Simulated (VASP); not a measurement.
Runs of VASP 6.6.1 on ZnRe. All rows change the cell; the cell of one of them follows. It takes space group P-6m2 (No. 187, hexagonal). The conventional cell has a = 2.748 Å, b = 2.748 Å, c = 4.584 Å, α = 90.00°, β = 90.00°, γ = 120.00°. Around Zn (site symmetry -6m2) lie 6 Zn at 2.75 Å and 6 Re at 2.79 Å. Re (site symmetry -6m2) has 6 Re at 2.75 Å and 6 Zn at 2.79 Å as nearest neighbours. The cell comes from a database or a generator and needn't be the stable form of this composition.

| cell | gap on the mesh (eV) | pressure (GPa) |
| --- | --- | --- |
| strain +0.0200 x Voigt [0, 0, 1, 0, 0, 0], atoms carried along | none | -12.4 |
| strain -0.0200 x Voigt [0, 0, 1, 0, 0, 0], atoms carried along | none | -5.4 |
| strain +0.0300 x Voigt [0, 0, 1, 0, 0, 0], atoms carried along | none | (a) |
| strain -0.0400 x Voigt [0, 0, 1, 0, 0, 0], atoms carried along | none | -1.0 |

Alike in all rows: task single point; level PBEsol; potentials or basis VASP PAW PBE potentials, release 64 (Zn, Re); no spin polarisation; k mesh 21 × 21 × 10; cutoff (eV) 520; smearing gaussian 0.15 eV.

Fill in the values left out.

(a) -13.8.

Caveats: the PAW data sets were made with another functional, which shifts forces and pressure a little.

A k mesh can miss the band edges, and the runs leave out spin-orbit coupling on Re.

A gap of «none» marks a metal or a gap under the smearing width.
